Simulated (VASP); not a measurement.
VASP input:

**KPOINTS**
```
Automatic mesh
0
Gamma
 6 6 3
```

**INCAR**
```
# general
SYSTEM   =  Cd
PREC     =  Accurate
ENCUT    =  300
LREAL    =  F   # projection in real space or not
LASPH    =  T   # aspherical one-centre terms

# electronic loop
EDIFF    =  1E-6   # SCF stop (eV)
NELM     =  100   # most electronic steps
ALGO     =  Normal
LMAXMIX  =  4

# smearing
ISMEAR   =  -1   # Fermi-Dirac
SIGMA    =  0.136

# functional
GGA      =  PE   # PBE

# ions
ISIF     =  2

# output
LWAVE    =  F
LCHARG   =  F
```

File POSCAR:
```
Cd
1
    1.4900000000    -2.5807560000     0.0000000000
    1.4900000000     2.5807560000     0.0000000000
    0.0000000000     0.0000000000     5.6200000000
Cd
2
Direct
  0.3333330000   0.6666670000   0.2500000000
  0.6666670000   0.3333330000   0.7500000000
```

POTCAR, in this order: Cd (PBE.64 set). Program: vasp_std.

Write an equivalent input for Ansatz.

One equivalent input (not run):
Ansatz 0.2 input:
```yaml
crystal:
  lattice:
    - [1.4900000, -2.5807560, 0.0000000]
    - [1.4900000, 2.5807560, 0.0000000]
    - [0.0000000, 0.0000000, 5.6200000]
  atoms:
    - { symbol: Cd, position: [0.3333330, 0.6666670, 0.2500000] }
    - { symbol: Cd, position: [0.6666670, 0.3333330, 0.7500000] }
kpoints:
  mp_grid: { grid: [6, 6, 3] }
hamiltonian:
  xc: pbe
  pseudopotentials: { kind: paw }
scf:
  occupations: { method: fermi_dirac, width: 0.136 }
  max_iter: 100
output: { forces: true, stress: true, eigenvalues: true }
```
Limits of the translation: each code has its own PAW files, so the cut-off isn't converted (ENCUT is set for VASP's; basis.ecutwfc is left out, and Ansatz then takes the one that its files recommend); Ansatz stops its SCF on the density residual and VASP on the energy change (EDIFF).

The structure is a typed Cd crystal. The cell was not relaxed at this level. The k-mesh is coarse (spacing up to 0.41 per Å, 2π included), so the numbers may not be converged in it. The run is one of a series of settings (KPOINTS 6×6×3 Γ-centred mesh against the base run), some of them coarse on purpose.
